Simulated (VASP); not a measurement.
VASP runs on SiRu (space group P2_13) share one base input (PBE GGA, plane waves, VASP's PBE PAW potentials (set 64)) and change the settings named in each case.

### INCAR
```
ALGO  =  Normal
EDIFF  =  1E-6
ENCUT  =  300
GGA  =  PE
ISIF  =  2
ISMEAR  =  0
LASPH  =  .TRUE.
LCHARG  =  .FALSE.
LMAXMIX  =  4
LREAL  =  .FALSE.
LWAVE  =  .FALSE.
NELM  =  100
PREC  =  Accurate
SIGMA  =  0.02
SYSTEM  =  SiRu
```

POSCAR:
```
SiRu
4.7627490
  1.0000000000   0.0000000000   0.0000000000
  0.0000000000   1.0000000000   0.0000000000
  0.0000000000   0.0000000000   1.0000000000
Si Ru
4 4
Cart
  0.1624200000   0.3375800000   0.6624200000
  0.3375800000   0.6624200000   0.1624200000
  0.6624200000   0.1624200000   0.3375800000
  0.8375800000   0.8375800000   0.8375800000
  0.8705900000   0.6294100000   0.3705900000
  0.6294100000   0.3705900000   0.8705900000
  0.3705900000   0.8705900000   0.6294100000
  0.1294100000   0.1294100000   0.1294100000
```

KPOINTS:
```
Automatic mesh
0
Gamma
7 7 7
0 0 0
```

POTCAR, in this order: Si Ru_pv (PBE.64 set). Program: vasp_std.

```tsv
change	E(σ→0) (eV/atom)	pressure (GPa)	largest force (eV/Å)	−TS (eV)
base run	-7.9537	-4.50	0.116	0.0000
EDIFF = 1E-09, ENCUT = 420, KPOINTS 10×10×10 Γ-centred mesh	-7.9571	?	?	0.0000
ENCUT = 210, KPOINTS 4×4×4 Γ-centred mesh shifted by (0.5, 0.5, 0.5)	-7.8460	-35.09	0.192	0.0000
EDIFF = 1E-04, ISMEAR = -1, SIGMA = 0.136, KPOINTS 4×4×4 Γ-centred mesh shifted by (0.5, 0.5, 0.5)	-7.9496	-4.29	0.088	-0.1939
ENCUT = 150, SIGMA = 0.272, KPOINTS 4×4×4 Γ-centred mesh shifted by (0.5, 0.5, 0.5)	-5.6506	-358.33	0.079	-0.1286
ENCUT = 150, ISMEAR = 1, SIGMA = 0.5, KPOINTS 8×8×8 Γ-centred mesh	-5.6739	-357.65	0.073	0.0672
AEXX = 0.25, HFSCREEN = 0.2, ISYM = 3, LHFCALC = .TRUE., PRECFOCK = Fast, KPOINTS 3×3×3 Γ-centred mesh	-9.4210	-13.15	0.365	0.0000
```

**Question.** Some entries are withheld; supply them.

**Answer.** 
- EDIFF = 1E-09, ENCUT = 420, KPOINTS 10×10×10 Γ-centred mesh, pressure (GPa): -4.28
- EDIFF = 1E-09, ENCUT = 420, KPOINTS 10×10×10 Γ-centred mesh, largest force (eV/Å): 0.110

Energies of different potentials or functionals have different zeros.  At 300 eV the pressure can carry a Pulay error.

Left out are runs that ran out of time, are held back, or changed the cell or the kind of run, fixed moments of cells without a moment, rows past the twelfth, gaps on odd meshes, pressures of charged cells and columns that move by less than the noise.

The structure comes from a computed database's SiRu entry; how it stands against other phases isn't given here. The cell was not relaxed at this level, forces remain on its atoms, its lattice was scaled by up to 2.5 %.
